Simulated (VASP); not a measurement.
Computed with PBE GGA, VASP's PBE PAW potentials (set 64) (plane waves; VASP 6.6.1).

VASP input:

### INCAR
```
! general
SYSTEM   =  FeAl
PREC     =  Accurate
ENCUT    =  480
LREAL    =  .FALSE.
LASPH    =  .TRUE.

! electronic loop
EDIFF    =  1E-6   ! SCF stop (eV)
NELM     =  100   ! most electronic steps
ALGO     =  Normal   ! blocked Davidson
LMAXMIX  =  4   ! l cut-off of mixed one-centre charges

! smearing
ISMEAR   =  1
SIGMA    =  0.1

! functional
GGA      =  PE   ! PBE

! ions
IBRION   =  2   ! conjugate gradients
NSW      =  60   ! most ionic steps
ISIF     =  3   ! ions, shape and volume
EDIFFG   =  -0.01   ! ionic stop

! output
LWAVE    =  .FALSE.
LCHARG   =  .FALSE.
```

### KPOINTS
```
K-points
0
Gamma
11 11 11
```

POSCAR:
```
FeAl
1
    2.9100000000     0.0000000000     0.0000000000
    0.0000000000     2.9100000000     0.0000000000
    0.0000000000     0.0000000000     2.9100000000
Al Fe
1 1
Direct
  0.5000000000   0.5000000000   0.5000000000
  0.0000000000   0.0000000000   0.0000000000
```

POTCAR, in this order: Al Fe (PBE.64 set). Program: vasp_std.

Energy and stress use the plane-wave basis of the starting cell.

Task: What does the run give for the energy per atom (σ→0), volume per atom, band gap (on the k-mesh)?

Result: 
The energy per atom (σ→0) is -6.305 eV/atom. The band gap (on the k-mesh) comes out as none (metal, semimetal or under 0.01 eV) and the volume per atom is 11.80 Å³/atom.

**OSZICAR**
```
...
DAV:   1    -0.127992602589E+02   -0.20842E+00   -0.34737E+00  1049   0.364E+01    0.399E+00
DAV:   2    -0.130059049500E+02   -0.20664E+00   -0.76544E+00  1238   0.427E+01    0.515E+00
DAV:   3    -0.126125453832E+02    0.39336E+00   -0.27548E+00  1204   0.264E+01    0.527E-01
DAV:   4    -0.126102421137E+02    0.23033E-02   -0.82610E-03  1037   0.895E-01    0.273E-01
DAV:   5    -0.126094533763E+02    0.78874E-03   -0.19126E-03  1410   0.475E-01    0.370E-02
DAV:   6    -0.126094659960E+02   -0.12620E-04   -0.27408E-05  1064   0.578E-02    0.147E-02
DAV:   7    -0.126094653615E+02    0.63456E-06   -0.52201E-06   890   0.349E-02
   3 F= -.12609465E+02 E0= -.12609535E+02  d E =-.239197E-01
```

The compound is FeAl in the CsCl type structure. This run relaxes it. Symmetry was kept, so distortions that lower it aren't found. The run is not spin-polarised, so no magnetic state was tried. The electron count is odd and the run is not spin-polarised, which forces a metal.
